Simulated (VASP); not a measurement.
# BH₃O: harmonic vibrations of a molecule

BH₃O, molecule in box, 5 atoms in the cell. PBE, harmonic vibrations; PAW potentials B, O, H (PBE set).

## Input

INCAR.step1:
```
SYSTEM = BH3O
ALGO = Normal
EDIFF = 1E-8
EDIFFG = -0.002
ENCUT = 400
IBRION = 2
ISIF = 2
ISMEAR = 0
ISYM = 0
LASPH = .True.
LCHARG = .False.
LREAL = .False.
LWAVE = .False.
NELM = 100
NSW = 60
POTIM = 0.5
PREC = Accurate
SIGMA = 0.01
```

INCAR.step2, as INCAR.step1 but for:
```
- EDIFFG = -0.002
- IBRION = 2
- ISIF = 2
- NSW = 60
- POTIM = 0.5
+ IBRION = 5
+ NFREE = 2
+ NSW = 1
+ POTIM = 0.015
```

KPOINTS:
```
k-points
0
Gamma
  1 1 1
```

POSCAR.step1:
```
BH3O
1.0
   11.0000000000      0.0000000000      0.0000000000
    0.0000000000     12.0000000000      0.0000000000
    0.0000000000      0.0000000000     12.0000000000
B O H
1 1 3
Direct
    0.4781409100      0.4595875000      0.5111541700
    0.5363318200      0.5558041700      0.5337541700
    0.4241681800      0.4168625000      0.5864125000
    0.4814136400      0.4199125000      0.4192541700
    0.5781954500      0.5866375000      0.4706208300
```

Commands (each step's output is kept before the next begins):
```
cat potpaw_PBE.64/B/POTCAR potpaw_PBE.64/O/POTCAR potpaw_PBE.64/H/POTCAR > POTCAR
cp INCAR.step1 INCAR
cp POSCAR.step1 POSCAR
mpirun -np 4 vasp_gam > vasp.out
cp CONTCAR POSCAR
cp INCAR.step2 INCAR
mpirun -np 4 vasp_gam > vasp.out
```

## Result

- Vibrations (cm⁻¹; a negative value is imaginary): 3732, 2598, 2498, 1328, 1148, 1136, 1018, 857, 778
- Zero-point energy (eV): 0.936
- Translations and rotations, which should read zero (cm⁻¹): -32, -22, -12, 5, 13, 28
- Vibrational entropy at 298 K (meV/K): 0.026
- Displaced cells: 30
- Ionic steps, all stages: 50
- Electronic steps, all stages: 835

VASP 6.6.1 took 1157 s on 4 cores (AMD EPYC 7R13 (Zen 3)), a shared host.
